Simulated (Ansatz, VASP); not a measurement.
# Cross-check of ZnH2 (CdI2 type (invented)) between VASP and Ansatz, part 2 of 2

One calculation is typed for both programs; each brings its own data sets. How far apart do they land? The cell is generated by rule, not measured, and may not be a known phase. The cell is taken from a series of runs on this material, whose earlier steps may have relaxed, scaled, displaced or heated it; both programs get it as it stands.

VASP 6.6.1 and Ansatz 0.2.0.

So far: The starting structure; VASP: zone-centre phonons, PBEsol.

### 2. VASP: zone-centre phonons, PBEsol (continued)

Level of this step: PBEsol; plane waves and PAW (Zn, H); invented cell (VASP).

Numbers of over 12 decimals in the logs are rounded to 6 here.

Parts of OUTCAR (step 2):

```text
ion  position               nearest neighbor table
   1  0.000  0.000  0.000-   2 1.86   3 1.86   3 1.86   2 1.86   3 1.86   2 1.86
   2  0.333  0.667  0.231-   1 1.86   1 1.86   1 1.86
   3  0.667  0.333  0.769-   1 1.86   1 1.86   1 1.86

  LATTYP: Found a hexagonal cell.
 ALAT       =     2.7388222039
 C/A-ratio  =     1.5562172776

 Subroutine GETGRP returns: Found 12 space group operations
 (whereof 12 operations were pure point group operations)

The static configuration has the point symmetry D_3d.

 Found    100 irreducible k-points:

   k-points           NKPTS =    100   k-points in BZ     NKDIM =    100   number of bands    NBANDS=     13

   dimension x,y,z NGX =    20 NGY =   20 NGZ =   32
   dimension x,y,z NGXF=    40 NGYF=   40 NGZF=   64

   ENCUT  =  500.0 eV  36.75 Ry    6.06 a.u.   4.99  4.99  7.77*2*pi/ulx,y,z

   NELECT =      14.0000    total number of electrons

 k-points in reciprocal lattice and weights: Automatic mesh
   0.00000000  0.00000000  0.00000000       0.001
   0.08333333  0.00000000  0.00000000       0.007
   0.16666667 -0.00000000  0.00000000       0.007
   0.25000000 -0.00000000  0.00000000       0.007
   0.33333333 -0.00000000  0.00000000       0.007
   0.41666667 -0.00000000  0.00000000       0.007
   0.50000000 -0.00000000  0.00000000       0.003
   0.08333333  0.08333333  0.00000000       0.007
   0.16666667  0.08333333  0.00000000       0.014
[...]
0.33333333  0.25000000  0.50000000       0.014
   0.33333333  0.33333333  0.50000000       0.002

 average (electrostatic) potential at core
       1 -38.7579       2 -35.2715       3 -35.2715

  Total       -0.0001324     -0.0001324      0.0369882      0.0000000      0.0000000     -0.0000000
  in kB       -0.0076594     -0.0076594      2.1403309      0.0000000      0.0000000     -0.0000000
  external PRESSURE =       0.7083374 kB  Pullay stress =       0.0000000 kB

  energy-cutoff  :      500.00
  volume of cell :       27.69
      direct lattice vectors                 reciprocal lattice vectors
     2.738822204  0.000000000  0.000000000     0.365120452  0.210802391  0.000000000
    -1.369411102  2.371889605  0.000000000     0.000000000  0.421604782  0.000000000
     0.000000000  0.000000000  4.262202434     0.000000000  0.000000000  0.234620484

 POSITION                                       TOTAL-FORCE (eV/Angst)
 -----------------------------------------------------------------------------------
      0.00000      0.00000      0.00000        -0.000000      0.000000      0.000000
     -0.00000      1.58126      0.98275        -0.000000     -0.000000      0.017159
      1.36941      0.79063      3.27946         0.000000      0.000000     -0.017159
 -----------------------------------------------------------------------------------
    total drift:                               -0.000000      0.000000      0.000000

 MACROSCOPIC STATIC DIELECTRIC TENSOR (including local field effects in DFT)
 ------------------------------------------------------
           9.087093    -0.000000    -0.000000
          -0.000000     9.087093     0.000000
           0.000000     0.000000     3.953185
 ------------------------------------------------------

 PIEZOELECTRIC TENSOR (including local field effects)  for field in x, y, z        (C/m^2)
          XX          YY          ZZ          XY          YZ          ZX
  --------------------------------------------------------------------------------
  x     0.00000     0.00000     0.00000     0.00000     0.00000     0.00000
  y     0.00000     0.00000     0.00000     0.00000     0.00000     0.00000
  z     0.00000     0.00000     0.00000     0.00000     0.00000     0.00000

 BORN EFFECTIVE CHARGES (including local field effects) (in |e|, cummulative output)
 ---------------------------------------------------------------------------------
 ion    1
    1     2.46991    -0.00000    -0.00000
    2    -0.00000     2.46991    -0.00000
    3    -0.00000    -0.00000     0.73794
 ion    2
    1    -1.23496     0.00000     0.00000
    2     0.00000    -1.23496     0.00000
    3     0.00000     0.00000    -0.36897
 ion    3
    1    -1.23496     0.00000     0.00000
    2     0.00000    -1.23496     0.00000
    3     0.00000    -0.00000    -0.36897

 Eigenvectors and eigenvalues of the dynamical matrix
 ----------------------------------------------------

   1 f  =   34.400605 THz   216.145378 2PiTHz 1147.480679 cm-1   142.269408 meV
             X         Y         Z           dx          dy          dz
      0.000000  0.000000  0.000000    -0.000000    0.000000    0.000000
     -0.000000  1.581260  0.982745    -0.000000    0.000000   -0.707107
      1.369411  0.790630  3.279457     0.000000   -0.000000    0.707107

   2 f  =   29.962484 THz   188.259836 2PiTHz  999.440872 cm-1   123.914819 meV
             X         Y         Z           dx          dy          dz
      0.000000  0.000000  0.000000     0.000000    0.000000   -0.000000
     -0.000000  1.581260  0.982745     0.207613   -0.675942   -0.000000
      1.369411  0.790630  3.279457    -0.207613    0.675942   -0.000000

   3 f  =   29.962484 THz   188.259836 2PiTHz  999.440872 cm-1   123.914819 meV
             X         Y         Z           dx          dy          dz
      0.000000  0.000000  0.000000     0.000000    0.000000    0.000000
     -0.000000  1.581260  0.982745    -0.675942   -0.207613    0.000000
      1.369411  0.790630  3.279457     0.675942    0.207613    0.000000

   4 f  =   28.135855 THz   176.782791 2PiTHz  938.511104 cm-1   116.360495 meV
             X         Y         Z           dx          dy          dz
      0.000000  0.000000  0.000000     0.000000   -0.000000   -0.173946
     -0.000000  1.581260  0.982745     0.000000   -0.000000    0.696327
      1.369411  0.790630  3.279457    -0.000000    0.000000    0.696327

   5 f  =   12.901923 THz    81.065173 2PiTHz  430.361826 cm-1    53.358042 meV
             X         Y         Z           dx          dy          dz
      0.000000  0.000000  0.000000     0.052010   -0.169332    0.000000
     -0.000000  1.581260  0.982745    -0.204333    0.665251   -0.000000
      1.369411  0.790630  3.279457    -0.204333    0.665251    0.000000

   6 f  =   12.901923 THz    81.065173 2PiTHz  430.361826 cm-1    53.358042 meV
             X         Y         Z           dx          dy          dz
      0.000000  0.000000  0.000000    -0.169332   -0.052010    0.000000
     -0.000000  1.581260  0.982745     0.665251    0.204333    0.000000
      1.369411  0.790630  3.279457     0.665251    0.204333    0.000000

   7 f/i=    0.047801 THz     0.300341 2PiTHz    1.594459 cm-1     0.197688 meV
             X         Y         Z           dx          dy          dz
      0.000000  0.000000  0.000000    -0.000000   -0.000000   -0.984755
     -0.000000  1.581260  0.982745    -0.000000   -0.000000   -0.122999
      1.369411  0.790630  3.279457    -0.000000   -0.000000   -0.122999

   8 f/i=    0.063766 THz     0.400652 2PiTHz    2.126996 cm-1     0.263714 meV
             X         Y         Z           dx          dy          dz
      0.000000  0.000000  0.000000    -0.970565   -0.163171    0.000000
     -0.000000  1.581260  0.982745    -0.123523   -0.020767    0.000000
      1.369411  0.790630  3.279457    -0.123523   -0.020767    0.000000

   9 f/i=    0.063766 THz     0.400652 2PiTHz    2.126996 cm-1     0.263714 meV
             X         Y         Z           dx          dy          dz
      0.000000  0.000000  0.000000    -0.163171    0.970565   -0.000000
     -0.000000  1.581260  0.982745    -0.020767    0.123523   -0.000000
      1.369411  0.790630  3.279457    -0.020767    0.123523   -0.000000

 MACROSCOPIC STATIC DIELECTRIC TENSOR IONIC CONTRIBUTION
 ------------------------------------------------------
          29.074986    -0.000000    -0.000000
          -0.000000    29.074986    -0.000000
          -0.000000    -0.000000     0.559022
 ------------------------------------------------------

 ELASTIC MODULI CONTR FROM IONIC RELAXATION (kBar)
 Direction    XX          YY          ZZ          XY          YZ          ZX
 --------------------------------------------------------------------------------
 XX        -253.2024   -220.6898   -344.5979      0.0000    -79.3594      0.0000
 YY        -220.6898   -253.2024   -344.5979      0.0000     79.3594     -0.0000
 ZZ        -344.5979   -344.5979   -501.1591      0.0000      0.0000      0.0000
 XY           0.0000      0.0000      0.0000    -16.2563     -0.0000    -79.3808
 YZ         -79.3594     79.3594      0.0000     -0.0000   -387.4136      0.0000
 ZX           0.0000     -0.0000      0.0000    -79.3808      0.0000   -387.6222
 --------------------------------------------------------------------------------

 PIEZOELECTRIC TENSOR IONIC CONTR  for field in x, y, z        (C/m^2)
          XX          YY          ZZ          XY          YZ          ZX
  --------------------------------------------------------------------------------
  x    -0.00000     0.00000    -0.00000     0.00000    -0.00000     0.00000
  y     0.00000    -0.00000     0.00000    -0.00000     0.00000    -0.00000
  z     0.00000     0.00000     0.00000    -0.00000     0.00000    -0.00000
```

### 3. Ansatz: zone-centre phonons, PBEsol

Ansatz runs on its default PAW (the set named soft_2) files.

The same cell, functional and mesh now go to Ansatz, which takes its cutoff from its data sets.

input.yaml

```yaml
crystal:
  lattice:
    - [2.7388222039, 0.0, 0.0]
    - [-1.369411102, 2.3718896051, 0.0]
    - [0.0, 0.0, 4.262202434]
  atoms:
    - { symbol: Zn, position: [0.0, 0.0, 0.0] }
    - { symbol: H, position: [0.3333333333, 0.6666666667, 0.230572141] }
    - { symbol: H, position: [0.6666666667, 0.3333333333, 0.769427859] }
kpoints:
  mp_grid: { grid: [12, 12, 6] }
hamiltonian:
  xc: pbesol
scf:
  occupations: { method: fixed }
output:
  eigenvalues: true
phonons:
  method: dfpt
  dielectric: true
  rigid_motions: translations
```

Command:

```sh
> ansatz run input.yaml --threads 4 --pin off --max-ram 9216MiB --backend cpu --events-out ev --progress --plain --runs-dir out
```

The program printed:

```text
Engine: ansatz 0.2.0, aarch64-unknown-linux-gnu
Pseudopotentials: kind: paw
Pseudopotential: Zn, paw, valence charge 12, recommended cutoff 420 eV (normal), Zn.paw.azcp
Pseudopotential: H, paw, valence charge 1, recommended cutoff 420 eV (normal), H.paw.azcp
Functional definition: PBEsol
  exchange = pbesol_x
  correlation = pbesol_c
Crystal: 3 atoms, lattice volume = 27.688 Å³
Basis set: ecut = 420 eV, 537 PW (Γ), exchange–correlation on 40×40×60 points (8 copies of the dense FFT grid, shifted against one another)
Bands: 11, of which v1, the nominal top of the filled ones, is band 7 counted from 1 (6 counted from 0)
Symmetry: 12 space group operations
k-points: 242 of 864 (irreducible under 2 space group operations, time reversal used)
Non-local potential: Zn, projectors of the file, l = 0: 2, l = 1: 2, l = 2: 3, l = 3: 1
Non-local potential: H, projectors of the file, l = 0: 2, l = 1: 1
PAW form: soft (Blöchl's): semilocal exchange-correlation on the pseudo side does not see the compensation charge
PAW frozen core: Zn, regenerated for the run's functional, and the local potential with it (the file was generated under x = pbe(κ = 0.804, μ = 0.219515), c = pbe(β = 0.066725))
PAW one-centre angular grid: Zn, 590 points (default); XC on 64 Gauss nodes
PAW one-centre angular grid: H, 110 points (default); XC on 64 Gauss nodes
Initial density: superposition of atomic densities (neutral atoms: chi_scale 0, normalization atom), corrected by the library's trained network
Initial wavefunctions: pseudopotential atomic-orbital guess
Functional: x = pbesol(κ = 0.804, μ = 0.123457), c = pbesol(β = 0.046)
SCF iter   1: F=—  HF=-3311.408143 eV  |F-HF|=—  |Δ(HF+E_count)|=         —  Δρ=9.95e-3  dr2=1.37e-2  ethr=1.77e-3  ⟨swp⟩=4.8  Hψ=13671  notcnv=0  defer=470
preconditioner: auto → none  [insulator: Δε(μ)=1.684 eV  Ē_g=13.855 eV  n_scr=2 (ndim 8)  ℏωp=26.4 eV  f_vac=0.006  ε∞_Penn≈4.6]
SCF iter   2: F=—  HF=-3311.404588 eV  |F-HF|=—  |Δ(HF+E_count)|=   3.56e-3  Δρ=2.79e-3  dr2=1.50e-3  ethr=9.79e-5  ⟨swp⟩=2.1  Hψ=6488  notcnv=0  defer=474
SCF iter   3: F=—  HF=-3311.404086 eV  |F-HF|=—  |Δ(HF+E_count)|=   5.02e-4  Δρ=2.33e-3  dr2=7.86e-4  ethr=1.07e-5  ⟨swp⟩=2.2  Hψ=4893  notcnv=0  defer=480
SCF iter   4: F=—  HF=-3311.403845 eV  |F-HF|=—  |Δ(HF+E_count)|=   2.41e-4  Δρ=2.00e-4  dr2=5.90e-6  ethr=5.61e-6  ⟨swp⟩=2.0  Hψ=4740  notcnv=0  defer=478
SCF iter   5: F=—  HF=-3311.403846 eV  |F-HF|=—  |Δ(HF+E_count)|=   1.36e-6  Δρ=3.73e-5  dr2=2.22e-7  ethr=4.21e-8  ⟨swp⟩=2.0  Hψ=4356  notcnv=0
SCF iter   6: F=—  HF=-3311.403846 eV  |F-HF|=—  |Δ(HF+E_count)|=   3.04e-7  Δρ=4.24e-6  dr2=4.14e-9  ethr=1.58e-9  ⟨swp⟩=2.7  Hψ=4356  notcnv=0
SCF iter   7: F=—  HF=-3311.403846 eV  |F-HF|=—  |Δ(HF+E_count)|=   3.68e-9  Δρ=6.47e-7  dr2=1.00e-10  ethr=1.00e-12  ⟨swp⟩=5.9  Hψ=17218  notcnv=0
SCF iter   8: F=-3311.403846 eV  HF=-3311.403846 eV  |F-HF|=1.82e-12  |Δ(HF+E_count)|=  1.18e-11  Δρ=3.06e-8  dr2=1.65e-13  ethr=1.00e-12  ⟨swp⟩=6.0  Hψ=11153  notcnv=0
SCF 1 converged in 8 iterations: F = -3311.403846 eV  dr2 = 1.65e-13
  greatest PAW one-centre occupation: 0.985 electrons in one spin orbital (limit 2), on the Zn atom at site 0 (counted from 0), in its partial waves of l = 2
DFPT response loops at Γ: preconditioner auto → none (the input reference at scf.mixing.eps_inf says where Resta's filter doesn't serve); β = 0.50; Broyden in place of MSR1
── the response to a field inside a basis, on 12×12×6 k-points: an SCF that follows is theirs, and a resumed run solves both again ──
Bands: 8, of which v1, the nominal top of the filled ones, is band 7 counted from 1 (6 counted from 0)
k-points: 234 of 864 (irreducible under 4 space group operations)
Initial density: handed on by an earlier stage of this run
Initial wavefunctions: pseudopotential atomic-orbital guess (no wavefunctions were taken with the density)
Eigensolver: Dense (234 Hₖ)
SCF iter   1: F=—  HF=-3311.405959 eV  |F-HF|=—  |Δ(HF+E_count)|=         —  Δρ=4.04e-4  dr2=9.06e-6  ethr=1.00e-1
preconditioner: auto → none  [insulator: Δε(μ)=2.005 eV  Ē_g=10.336 eV  n_scr=2 (ndim 8)  ℏωp=26.4 eV  f_vac=0.006  ε∞_Penn≈7.5]
SCF iter   2: F=—  HF=-3311.405964 eV  |F-HF|=—  |Δ(HF+E_count)|=   5.20e-6  Δρ=3.13e-4  dr2=9.87e-6  ethr=6.47e-8
SCF iter   3: F=—  HF=-3311.405969 eV  |F-HF|=—  |Δ(HF+E_count)|=   4.35e-6  Δρ=1.47e-4  dr2=3.82e-6  ethr=6.47e-8
SCF iter   4: F=-3311.405966 eV  HF=-3311.405966 eV  |F-HF|=1.43e-8  |Δ(HF+E_count)|=   2.46e-6  Δρ=1.27e-5  dr2=9.12e-9  ethr=2.73e-8
SCF 1 converged in 4 iterations: F = -3311.405966 eV  dr2 = 9.12e-9
DFPT response loops at Γ: mixed as the last ones told, above
SCF converged after 8 iterations
Free energy (F): -3311.403846 eV
Harris-Foulkes:  -3311.403846 eV  (|F-HF|=1.82e-12)
Internal energy: -3311.403846 eV  (E = F + TS)
E sigma→0 (E₀):  -3311.403846 eV
Fermi energy:    4.414894 eV
--- Per-component energies (eV) ---
  E_band       = -19.551569
  E_kinetic    = 157.271959
  E_local      = -2083.379003  (includes V_loc(G=0)·N_el)
  E_nonlocal   = 617.693255
  E_hartree    = 880.309877
  E_xc         = -153.126077
  E_vxc        = -75.283538  (∫ρ·V_xc dr)
  E_paw        = -1791.351474  (= ΣΔE_a)
  E_vpaw       = -396.471376  (= ΣTr[D̂ρ^β])
  E_aug_tail   = -0.002626  (compensation charges beyond the density's cutoff)
  E_ewald      = -939.617114
  E_core_change = 0.797355  (= ΣΔE_core)
  E_smearing   = -0.000000  (= −TS)
  E_closure    = 0.000000  (closes the sum)
  Σ components = -3311.403846   (vs F -3311.403846, Δ=0.00e0)
--- Band table (eV; the first three rows and the last of 242) ---
  k-point 0: bands = [... 3 lower, -2.2031, -1.7498, -1.7498, 1.1657, 8.4608, 18.1549, 19.5362, 21.9747]
  k-point 1: bands = [... 3 lower, -2.2029, -1.7506, -1.7506, 0.6110, 9.4537, 18.0944, 19.2972, 22.0800]
  k-point 2: bands = [... 3 lower, -2.0889, -1.7520, -1.7520, -0.3919, 11.7730, 17.0580, 19.2270, 22.3125]
  k-point 241: bands = [... 3 lower, -2.0105, -1.7468, 0.4566, 3.7236, 8.4593, 8.6386, 11.6745, 12.9665]
--- Phonons (Γ-DFPT): 4 representative perturbations + reference, on 242 of 864 k-points (Σ response iterations 15) ---
  k mesh reduced under 2 symmetry operations, with k and −k counted as one. Each operation leaves every solved perturbation unchanged. A smaller set is not considered because the run solves the response to a homogeneous field
  ASR residual: 7.998e-6 → 0.000e0 eV/Å²; symmetrization residual: 3.767e-7 eV/Å²
  ASR residual per site (eV/Å²): 8.00e-6 1.88e-6 1.88e-6
  Γ frequencies (cm⁻¹): 0.00 0.00 0.00 417.11 417.11 929.08 989.24 989.24 1138.59
  ε∞ (high-frequency dielectric tensor):
        9.202210     0.000000     0.000000
        0.000000     9.202210    -0.000000
        0.000000    -0.000000     3.951436
  ε⁰ (static dielectric tensor: ions relaxed, cell fixed):
       41.429629    -0.000000     0.000000
       -0.000000    41.429629    -0.000000
        0.000000    -0.000000     4.520757
  ε⁰ − ε∞ (ionic part):
       32.227419    -0.000000     0.000000
       -0.000000    32.227419    -0.000000
        0.000000    -0.000000     0.569320
  softest optical mode at Γ: 417.11 cm⁻¹; the repairs (sum rule, projections) moved no ω² at Γ by more than (1.19 cm⁻¹)²
  Born effective charges Z* (e; rows j = field, columns β = displacement):
    site 0:
         2.48400    0.00000    0.00000
         0.00000    2.48400   -0.00000
         0.00000   -0.00000    0.73539
    site 1:
        -1.24200   -0.00000   -0.00000
        -0.00000   -1.24200    0.00000
        -0.00000    0.00000   -0.36769
    site 2:
        -1.24200   -0.00000   -0.00000
        -0.00000   -1.24200    0.00000
        -0.00000    0.00000   -0.36769
  Z* charge neutrality: 9.682e-4 e pre-enforcement
  solved inside a basis spanned on kpoints, on 12×12×6 k-points, its susceptibility summed on 16×16×10: ε∞ is read to err by 2.9e-2, Z* by 1.4e-2 e (field_mesh: kpoints solves on kpoints); Z* is corrected for what the basis lacks
  optical modes at Γ without the LO–TO term, one row a degenerate level:
      ω (cm⁻¹)  modes    IR ((D/Å)²/amu)
        417.11      2           145.5776
        929.08      1             6.3796
        989.24      2             0.0000
       1138.59      1             0.0000
  optical modes at Γ + LO–TO along q̂ = [1.0000, 0.0000, 0.0000]:
      ω (cm⁻¹)  modes    IR ((D/Å)²/amu)
        417.11      1            72.7888
        885.04      1            72.7888
[...]
optical modes at Γ + LO–TO along q̂ = [0.0000, 1.0000, 0.0000]:
      ω (cm⁻¹)  modes    IR ((D/Å)²/amu)
[...]
885.04      1            72.7888
        929.08      1             6.3796
        989.24      2             0.0000
       1138.59      1             0.0000
  optical modes at Γ + LO–TO along q̂ = [0.0000, 0.0000, 1.0000]:
      ω (cm⁻¹)  modes    IR ((D/Å)²/amu)
        417.11      2           145.5776
        989.24      2             0.0000
        993.76      1             6.3796
       1138.59      1             0.0000
```

### 4. Comparison

Known differences besides the potentials themselves: fixed occupations in Ansatz, narrow Gaussian smearing in VASP; VASP's response is taken on the typed mesh, Ansatz refines its own for the field response alone; the cutoff is 420 eV in Ansatz and 500 eV in VASP; Ansatz makes its cores anew for this functional, VASP keeps those of its PBE data sets. Total energies have different zeros and are not compared.

Both answers:

```tsv
quantity	Ansatz	VASP	difference
ε∞ xx	9.20	9.09	+1.27 %
ε∞ yy	9.20	9.09	+1.27 %
ε∞ zz	3.95	3.95	-0.05 %
Born charge of Zn1 (mean of the diagonal) (e)	1.90	1.89	+0.01
Born charge of H2 (mean of the diagonal) (e)	-0.95	-0.95	0.00
optical mode 1 to 2 (cm⁻¹)	417.1	430.4	-3.08 %
optical mode 3 (cm⁻¹)	929.1	938.5	-1.00 %
optical mode 4 to 5 (cm⁻¹)	989.2	999.4	-1.02 %
optical mode 6 (cm⁻¹)	1138.6	1147.5	-0.77 %
```

Modes are paired by rising frequency, not by their patterns, so a pair may set unlike modes beside each other; they are those without the splitting of longitudinal modes.

### 5. What came out

* r.m.s. difference of the optical zone-centre modes, each program's sorted by frequency (zone-centre phonons, PBEsol): 11 cm⁻¹
* difference in optical mode 1 to 2 (zone-centre phonons, PBEsol): -3.1 %

What this shows: The r.m.s. difference of the optical zone-centre modes, each program's sorted by frequency is 11 cm⁻¹ (zone-centre phonons, PBEsol). Among the rows given in per cent, the largest difference of the zone-centre phonons, PBEsol pair is in optical mode 1 to 2, -3.1 %. Such differences can come from data sets, numerical settings and the points named under the comparisons, not from the functional's error against experiment.

[Lines on the potential files, build, host, timing and source positions are cut from VASP's logs without a mark.]

[Logs are printed without paths, hosts, clocks, repeated set-up lines and the standing remarks that a program may print on its own settings, such as how far it seeks lower states.]

[Hosts, paths, dates, database ids (printed as entryN), source tags and the programs' standing remarks are cut or masked in the printed files.]
